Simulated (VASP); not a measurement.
Wanted: the native input for a VASP 6.6.1 run.

| Property | Result |
| --- | --- |
| Task | single point |
| Functional | PBE |
| Potentials or basis | VASP PAW PBE potentials, release 64 (Pm_3, Li_sv), 4f in core |
| Cutoff | 520 eV |
| k mesh | 6 × 6 × 6 |
| Occupations | gaussian, width 0.1 eV |
| Spin | collinear spin, ferromagnetic start |
| Starting moments | [4.0, 4.0, 4.0, 0.0] μB |
| Further INCAR settings | ALGO = Normal; EDIFF = 1e-07 |

The structure of LiPm3 lies in POSCAR:

```
LiPm3
1.0
    4.9989420000      0.0000000000      0.0000000000
    0.0000000000      4.9989420000      0.0000000000
    0.0000000000      0.0000000000      4.9989420000
Pm Li
3 1
Direct
    0.0000000000      0.5000000000      0.5000000000
    0.5000000000      0.0000000000      0.5000000000
    0.5000000000      0.5000000000      0.0000000000
    0.0000000000      0.0000000000      0.0000000000
```

The cell comes from a database or a generator and needn't be the stable form of this composition.

One way to write it, as run:

INCAR

```
SYSTEM = LiPm3
PREC = Accurate ; ENCUT = 520
EDIFF = 1E-7 ; ISMEAR = 0
SIGMA = 0.1 ; LREAL = .FALSE.
LASPH = .TRUE. ; NELM = 120
ALGO = Normal ; ISIF = 2
LWAVE = .FALSE. ; LCHARG = .FALSE.
ISPIN = 2 ; MAGMOM = 4 4 4 0
LORBIT = 11 ; LMAXMIX = 6
GGA = PE
```

KPOINTS

```
regular mesh
0
G
  6 6 6
  0 0 0
```

Potentials or basis: VASP PAW PBE potentials, release 64 (Pm_3, Li_sv), 4f in core.

Run with:

```sh
$ cat potpaw_PBE.64/Pm_3/POTCAR potpaw_PBE.64/Li_sv/POTCAR > POTCAR
$ mpirun -np 1 vasp_std > vasp.out
```

Results of the run:

* Band gap on the k mesh: none (metal or under the smearing width)
* Net moment: 0.00 μB per cell
* Valence electrons inside the program's atomic spheres: Pm 9.45; Li 2.08

Caveat: the magnetic or orbital state may not be the lowest; spin-orbit coupling is left out, which moves the levels of the heavy elements; the 4f electrons are frozen in the core as for a trivalent ion, so they carry no moment and show no levels.

It took 2.2 min on 1 thread of Intel(R) Xeon(R) Platinum 8488C (Sapphire Rapids) (shared host), peak memory 0.34 GiB.
